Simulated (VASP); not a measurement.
Data:

```
Cu2O
1.0
    4.27129     0.00000     0.00000
    0.00000     4.27129     0.00000
    0.00000     0.00000     4.27129
Cu O
4 2
Direct
  0.75000   0.25000   0.75000
  0.25000   0.75000   0.75000
  0.75000   0.75000   0.25000
  0.25000   0.25000   0.25000
  0.00000   0.00000   0.00000
  0.50000   0.50000   0.50000
```

Computed with optB86b-vdW, VASP's PBE PAW potentials (set 64) (plane waves; VASP). Run with 520 eV cut-off, 5×5×5 Γ-centred mesh, Gaussian smearing of 0.050 eV, potentials Cu O.

Task: Predict the energy per atom (σ→0), band gap (on the k-mesh) with the smallest direct gap where there is one.

Result: 
```
Item                                         Result
-----------------------------------  --------------
band gap (on the k-mesh)                    0.57 eV
smallest direct gap (on the k-mesh)         0.57 eV
energy per atom (σ→0)                -2.158 eV/atom
```

Total energies compare only between runs with the same potentials, cut-off and functional.

The compound is Cu2O in the cuprite structure. It was relaxed first. The start is the result of an earlier pass.
